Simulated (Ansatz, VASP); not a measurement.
# Sc3PbC in two plane-wave programs

Wanted: the spread between two codes on one cell, functional and k mesh. The cell is taken from a series of runs on this material, whose earlier steps may have relaxed, scaled, displaced or heated it; both programs get it as it stands.

Method: plane waves, with VASP 6.6.1 beside it; relaxation of cell and atoms at PBEsol, in Ansatz 0.2.0.

**1. The starting structure**

Symmetry: Pm-3m, No. 221, cubic system. Conventional cell: a = 4.507 Å, b = 4.507 Å, c = 4.507 Å, α = 90.00°, β = 90.00°, γ = 90.00°. Sc has 2 C at 2.25 Å and 8 Sc at 3.19 Å and 4 Pb at 3.19 Å nearest. Nearest to Pb lie 12 Sc at 3.19 Å. C has 6 Sc at 2.25 Å nearest. Farther neighbours are not listed.

**2. Ansatz: relaxation of cell and atoms, PBEsol**

Ansatz runs on its PAW soft_1 files.

The relaxed volume is the usual yardstick between codes: in a stiff, nearly cubic crystal its relative difference is about their pressure difference at one cell divided by the bulk modulus.

Input file input.yaml:

```yaml
crystal:
  lattice:
    - [4.5066730621, 0.0, 0.0]
    - [0.0, 4.5066730621, 0.0]
    - [0.0, 0.0, 4.5066730621]
  atoms:
    - { symbol: Sc, position: [0.0, 0.5, 0.5] }
    - { symbol: Sc, position: [0.5, 0.5, 0.0] }
    - { symbol: Sc, position: [0.5, 0.0, 0.5] }
    - { symbol: Pb, position: [0.0, 0.0, 0.0] }
    - { symbol: C, position: [0.5, 0.5, 0.5] }
kpoints:
  mp_grid: { grid: [8, 8, 8] }
hamiltonian:
  xc: pbesol
  pseudopotentials: { kind: paw, azcp: { folder: soft_1 }, xc_functional: pbe }
scf:
  occupations: { method: methfessel_paxton, width: 0.2 }
output:
  forces: true
  stress: true
  eigenvalues: true
relax:
  adjacent_minimum: "off"
  f_tol: 0.001
  max_steps: 60
  cell: { stress_tol: 0.01 }
```

Launch:

```console
$ ansatz run input.yaml --threads 4 --pin off --max-ram 10240MiB --backend cpu --events-out ev --progress --plain --runs-dir out
```

Numbers of over 12 decimals in the logs are rounded to 6 here.

The log of the run:

```text
Engine: ansatz 0.2.0, x86_64-unknown-linux-gnu
Pseudopotentials: kind: paw
Pseudopotential: Sc, paw, valence charge 11, recommended cutoff 420 eV (normal), soft_1/Sc.paw.azcp
Pseudopotential: Pb, paw, valence charge 14, recommended cutoff 420 eV (normal), soft_1/Pb.paw.azcp
Pseudopotential: C, paw, valence charge 4, recommended cutoff 420 eV (normal), soft_1/C.paw.azcp
Functional definition: PBEsol
  exchange = pbesol_x
  correlation = pbesol_c
Crystal: 5 atoms, lattice volume = 91.531 Å³
Basis set: ecut = 420 eV, 1791 PW (Γ), exchange–correlation on 64×64×64 points (8 copies of the dense FFT grid, shifted against one another)
Bands: 31, of which v1, the nominal top of the filled ones, is band 26 counted from 1 (25 counted from 0)
Symmetry: 48 space group operations
Space group: Pm-3m (ITA 221), of the structure as read, at distance tolerance 4.5e-5 Å
k-points: 35 of 512
Non-local potential: Sc, projectors of the file, l = 0: 3, l = 1: 2, l = 2: 3, l = 3: 1
Non-local potential: Pb, projectors of the file, l = 0: 2, l = 1: 2, l = 2: 2, l = 3: 1
Non-local potential: C, projectors of the file, l = 0: 2, l = 1: 2, l = 2: 1
PAW form: soft (Blöchl's): semilocal exchange-correlation on the pseudo side does not see the compensation charge
PAW frozen core: Sc, regenerated for the run's functional, and the local potential with it (the file was generated under x = pbe(κ = 0.804, μ = 0.219515), c = pbe(β = 0.066725))
PAW frozen core: Pb, regenerated for the run's functional, and the local potential with it (the file was generated under x = pbe(κ = 0.804, μ = 0.219515), c = pbe(β = 0.066725))
PAW frozen core: C, regenerated for the run's functional, and the local potential with it (the file was generated under x = pbe(κ = 0.804, μ = 0.219515), c = pbe(β = 0.066725))
PAW one-centre angular grid: Sc, 590 points (default); XC on 64 Gauss nodes
PAW one-centre angular grid: Pb, 590 points (default); XC on 64 Gauss nodes
PAW one-centre angular grid: C, 110 points (default); XC on 64 Gauss nodes
Initial density: superposition of atomic densities (chi_scale 0.1, normalization cell, long waves kept (reshape's long-wave potential 0.00 eV rms))
Initial wavefunctions: pseudopotential atomic-orbital guess
Functional: x = pbesol(κ = 0.804, μ = 0.123457), c = pbesol(β = 0.046)
SCF iter   1: F=—  HF=-18346.177761 eV  |F-HF|=—  |Δ(HF+E_count)|=         —  Δρ=7.81e-2  dr2=1.62e1  ethr=3.10e-3  ⟨swp⟩=5.2  Hψ=4337  notcnv=0
preconditioner: auto → Kerker (q_TF=auto, 2.475 Å⁻¹)  [metal: Δε(μ)=0.046 eV  Ē_g=8.549 eV  σ=0.200 eV  W_gap=0.19  n_scr=26 (ndim 8)  ℏωp=20.2 eV  f_vac=0.000  D(μ)=2.44/eV (n_scr^D=18)]
SCF iter   2: F=—  HF=-18342.890106 eV  |F-HF|=—  |Δ(HF+E_count)|=    3.29e0  S|Δr|=    0.00e0  Δρ=3.48e-2  dr2=3.95e0  ethr=3.10e-3  ⟨swp⟩=2.8  Hψ=2111  notcnv=0
SCF iter   3: F=—  HF=-18341.887730 eV  |F-HF|=—  |Δ(HF+E_count)|=    1.00e0  S|Δr|=    0.00e0  Δρ=1.42e-2  dr2=5.08e-1  ethr=3.10e-3  ⟨swp⟩=2.8  Hψ=2086  notcnv=0
SCF iter   4: F=—  HF=-18341.730805 eV  |F-HF|=—  |Δ(HF+E_count)|=   1.57e-1  S|Δr|=    0.00e0  Δρ=3.64e-3  dr2=1.40e-2  ethr=9.95e-4  ⟨swp⟩=2.1  Hψ=1738  notcnv=0
SCF iter   5: F=—  HF=-18341.728266 eV  |F-HF|=—  |Δ(HF+E_count)|=   2.54e-3  S|Δr|=    0.00e0  Δρ=1.19e-3  dr2=1.48e-3  ethr=2.74e-5  ⟨swp⟩=2.0  Hψ=1415  notcnv=0
SCF iter   6: F=—  HF=-18341.728100 eV  |F-HF|=—  |Δ(HF+E_count)|=   1.65e-4  S|Δr|=    0.00e0  Δρ=2.97e-4  dr2=7.81e-5  ethr=2.90e-6  ⟨swp⟩=2.1  Hψ=1457  notcnv=0
SCF iter   7: F=—  HF=-18341.728075 eV  |F-HF|=—  |Δ(HF+E_count)|=   2.57e-5  S|Δr|=    0.00e0  Δρ=4.78e-5  dr2=2.13e-6  ethr=1.53e-7  ⟨swp⟩=2.0  Hψ=1381  notcnv=0
SCF iter   8: F=—  HF=-18341.728074 eV  |F-HF|=—  |Δ(HF+E_count)|=   6.32e-8  S|Δr|=    0.00e0  Δρ=1.35e-5  dr2=1.40e-7  ethr=4.17e-9  ⟨swp⟩=2.1  Hψ=1405  notcnv=0
SCF iter   9: F=-18341.728074 eV  HF=-18341.728074 eV  |F-HF|=3.14e-9  |Δ(HF+E_count)|=   5.80e-9  S|Δr|=    0.00e0  Δρ=3.11e-6  dr2=8.60e-9  ethr=1.96e-10  ⟨swp⟩=7.1  Hψ=4799  notcnv=0
SCF 1 converged in 9 iterations: F = -18341.728074 eV  dr2 = 8.60e-9
  greatest PAW one-centre occupation: 0.998 electrons in one spin orbital (limit 2), on the Sc atom at site 2 (counted from 0), in its partial waves of l = 0
relax step   1: F+E_penalty+E_count = -18341.72807448 eV  Δ(F+E_penalty+E_count) = +0.000e0 eV  max|allowed force component| = 2.614e-29 eV/Å  Δτ_max = 0.0000 Å  P = -0.024 GPa  Ω = 91.531 Å³  (9 SCF iters, dr2 threshold 1.00e-7 eV, accepted)
[...]
relax step   2: F+E_penalty+E_count = -18341.72808332 eV  Δ(F+E_penalty+E_count) = -8.842e-6 eV  max|allowed force component| = 4.702e-29 eV/Å  Δτ_max = 0.0000 Å  P = +0.012 GPa  Ω = 91.499 Å³  energy of the carried Pulay correction = +7.693e-6 eV  (5 SCF iters, dr2 threshold 1.43e-9 eV, accepted)
[...]
relax step   3: F+E_penalty+E_count = -18341.72808112 eV  Δ(F+E_penalty+E_count) = +2.201e-6 eV  max|allowed force component| = 1.772e-29 eV/Å  Δτ_max = 0.0000 Å  P = -0.000 GPa  Ω = 91.510 Å³  energy of the carried Pulay correction = +5.079e-6 eV  (5 SCF iters, dr2 threshold 3.79e-10 eV, accepted)
[...]
relax step   4: F+E_penalty+E_count = -18341.72808112 eV  Δ(F+E_penalty+E_count) = -1.819e-11 eV  max|allowed force component| = 5.864e-30 eV/Å  Δτ_max = 0.0000 Å  P = -0.000 GPa  Ω = 91.510 Å³  stress off target by 8.22e-5 GPa  SCF on the basis re-selected at this cell (its energy is not comparable with the rows above)  (5 SCF iters)
basis re-selected at this cell: Δ(F+E_penalty+E_count) = -1.819e-11 eV, ΔP = -0.000 GPa vs the last step (what re-selecting the basis moved, of the pressure what is left beyond the Pulay correction that the steps carried, after the strain that the cell walked since its last selection, with what the two solves' SCF thresholds leave and, on support functions, any second-order correction that the steps lacked; it is no  [...]
SCF converged after 5 iterations
Stability not checked: this state was not tested for a lower state beside it, because cold or Methfessel-Paxton smearing, or corrected tetrahedra, fill the levels in a way that the test cannot read (fill_not_monotonic; see scf.lower_state_search)
Free energy (F): -18341.728081 eV
Harris-Foulkes:  -18341.728081 eV  (|F-HF|=0.00e0)
Internal energy: -18341.725013 eV  (E = F + TS)
E sigma→0 (E₀):  -18341.727314 eV
Entropy (-TS):   -0.003068 eV (-0.614 meV/atom)
Fermi energy:    12.414799 eV
--- Per-component energies (eV) ---
  E_band       = -403.287004
  E_kinetic    = 1009.467507
  E_local      = -3212.104460  (includes V_loc(G=0)·N_el)
  E_nonlocal   = 761.449018
  E_hartree    = 1178.424559
  E_xc         = -507.769341
  E_vxc        = -513.940830  (∫ρ·V_xc dr)
  E_paw        = -13245.456176  (= ΣΔE_a)
  E_vpaw       = -805.007492  (= ΣTr[D̂ρ^β])
  E_aug_tail   = 0.000132  (compensation charges beyond the density's cutoff)
  E_ewald      = -4326.206600
  E_core_change = 0.470346  (= ΣΔE_core)
  E_smearing   = -0.003068  (= −TS)
  E_closure    = 0.000000  (closes the sum)
  Σ components = -18341.728081   (vs F -18341.728081, Δ=0.00e0)
--- Forces (eV/Å), atoms counted from 1 ---
  atom   1  Sc     0.00000000     0.00000000     0.00000000
  atom   2  Sc     0.00000000    -0.00000000     0.00000000
  atom   3  Sc     0.00000000     0.00000000    -0.00000000
  atom   4  Pb    -0.00000000    -0.00000000    -0.00000000
  atom   5  C     -0.00000000    -0.00000000    -0.00000000
  max |Σ_I F_I| component: 2.24e-30 eV/Å
--- Stress (GPa, compression-positive) ---
       -0.000082       0.000000       0.000000
        0.000000      -0.000082      -0.000000
        0.000000      -0.000000      -0.000082
  P = ⅓ Tr σ = -0.0001 GPa (-0.001 kbar)
--- Band table (eV; the first three rows and the last of 35) ---
  k-point 0: bands = [... 22 lower, 11.3775, 11.3775, 11.8755, 11.8755, 11.8755, 13.4664, 13.4664, 13.4664, ... 1 higher]
  k-point 1: bands = [... 22 lower, 11.4260, 11.4943, 11.6355, 11.6355, 11.9144, 12.8373, 13.6860, 13.6860, ... 1 higher]
  k-point 2: bands = [... 22 lower, 10.6840, 11.2121, 11.2121, 11.8216, 12.0179, 12.8141, 14.0462, 14.0462, ... 1 higher]
  k-point 34: bands = [... 22 lower, 10.0123, 10.0123, 10.0123, 13.2893, 13.2893, 13.2893, 13.5745, 13.5745, ... 1 higher]
--- Relaxed structure (3 steps of the walk, 3 accepted, 1 SCFs on fresh bases) ---
  F+E_penalty+E_count = -18341.72808112 eV   max|allowed force component| = 5.864e-30 eV/Å   (the final SCF, on the basis selected at the relaxed cell)
  cell:  # Å, volume = 91.5101 Å³
    - [4.506330, 0, 0.0]
    - [0, 4.506330, 0]
    - [0, 0, 4.506330]
  atoms:
    - { symbol: Sc, position: [0, 0.5, 0.5] }
    - { symbol: Sc, position: [0.5, 0.5, 0] }
    - { symbol: Sc, position: [0.5, 0, 0.5] }
    - { symbol: Pb, position: [0, 0, 0] }
    - { symbol: C, position: [0.5, 0.5, 0.5] }
```

[end of part 1 of 2]

[Lines on the potential files, build, host, timing and source positions are cut from VASP's logs without a mark.]

[Logs are printed without paths, hosts, clocks, repeated set-up lines and the standing remarks that a program may print on its own settings, such as how far it seeks lower states.]

[Hosts, paths, dates, database ids (printed as entryN), source tags and the programs' standing remarks are cut or masked in the printed files.]
